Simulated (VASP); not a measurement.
Output of a VASP run:

**OSZICAR**
```
       N       E                     dE             d eps       ncg     rms          rms(c)
DAV:   1     0.888649637915E+01    0.88865E+01   -0.40002E+03   960   0.815E+02
DAV:   2    -0.160523749394E+02   -0.24939E+02   -0.24337E+02  1240   0.140E+02
DAV:   3    -0.165121899413E+02   -0.45982E+00   -0.45982E+00  1056   0.233E+01
DAV:   4    -0.165136694752E+02   -0.14795E-02   -0.14795E-02  1400   0.120E+00
DAV:   5    -0.165136720138E+02   -0.25386E-05   -0.25386E-05  1040   0.380E-02    0.855E+00
DAV:   6    -0.142443847753E+02    0.22693E+01   -0.13232E+01   976   0.233E+01    0.303E+00
DAV:   7    -0.142452234951E+02   -0.83872E-03   -0.10218E-01   944   0.336E+00    0.206E+00
DAV:   8    -0.142466890398E+02   -0.14655E-02   -0.22972E-02   960   0.205E+00    0.438E-01
DAV:   9    -0.142463239952E+02    0.36504E-03   -0.96984E-04  1312   0.247E-01    0.226E-01
DAV:  10    -0.142464990695E+02   -0.17507E-03   -0.55091E-04   952   0.196E-01    0.487E-02
DAV:  11    -0.142464936551E+02    0.54143E-05   -0.26951E-05  1104   0.375E-02    0.218E-02
DAV:  12    -0.142464938845E+02   -0.22932E-06   -0.36127E-06   968   0.177E-02    0.104E-03
DAV:  13    -0.142464938932E+02   -0.87661E-08   -0.16824E-07  1160   0.304E-03
   1 F= -.14246494E+02 E0= -.14246494E+02  d E =0.000000E+00
```

**OUTCAR**
```
------------------------ aborting loop because EDIFF is reached ----------------------------------------
  FORCE on cell =-STRESS in cart. coord.  units (eV):
  Direction    XX          YY          ZZ          XY          YZ          ZX
  --------------------------------------------------------------------------------------
  Total        0.0009163      0.0009163      0.0009163     -0.0000000      0.0000000     -0.0000000
  in kB        0.0680331      0.0680331      0.0680331     -0.0000000      0.0000000     -0.0000000
  external PRESSURE =       0.0680331 kB  Pullay stress =       0.0000000 kB
  volume of cell :       21.58
      direct lattice vectors                 reciprocal lattice vectors
     0.000000000  2.209664072  2.209664072    -0.226278739  0.226278739  0.226278739
     2.209664072  0.000000000  2.209664072     0.226278739 -0.226278739  0.226278739
     2.209664072  2.209664072  0.000000000     0.226278739  0.226278739 -0.226278739
  FREE ENERGIE OF THE ION-ELECTRON SYSTEM (eV)
  ---------------------------------------------------
  free  energy   TOTEN  =       -14.2464938932 eV

  energy  without entropy=      -14.2464938932  energy(sigma->0) =      -14.24649389

 total charge

# of ion       s       p       d       tot
------------------------------------------
    1        0.367   0.428   0.000   0.794
    2        1.226   2.614   0.000   3.840
--------------------------------------------------
tot          1.592   3.042   0.000   4.634
```
(Selected blocks of OUTCAR.)

File POSCAR:
```
AlN
1
    0.0000000000     2.2096640720     2.2096640720
    2.2096640720     0.0000000000     2.2096640720
    2.2096640720     2.2096640720     0.0000000000
Al N
1 1
Direct
  0.0000000000   0.0000000000   0.0000000000
  0.2500000000   0.2500000000   0.2500000000
```

**Question.** Write an INCAR and KPOINTS that could have produced this output.

**Answer.** This is not unique; one that fits is the input of the run itself, revPBE GGA, plane waves, VASP's PBE PAW potentials (set 64).

INCAR:
```
SYSTEM  =  AlN
PREC  =  Accurate; ENCUT  =  520; LREAL  =  .FALSE.
LASPH  =  .TRUE.
EDIFF  =  1E-7; NELM  =  100; ALGO  =  Normal
ISMEAR  =  -5
GGA  =  RE
ISIF  =  2
LWAVE  =  .FALSE.; LCHARG  =  .TRUE.; LORBIT  =  11
NEDOS  =  601
```

File KPOINTS:
```
Automatic mesh
0
Gamma
11 11 11
0 0 0
```

POTCAR, in this order: Al N (PBE.64 set). Program: vasp_std.

The compound is AlN in the zinc blende structure, a metastable form; wurtzite is the usual one. It was relaxed first.
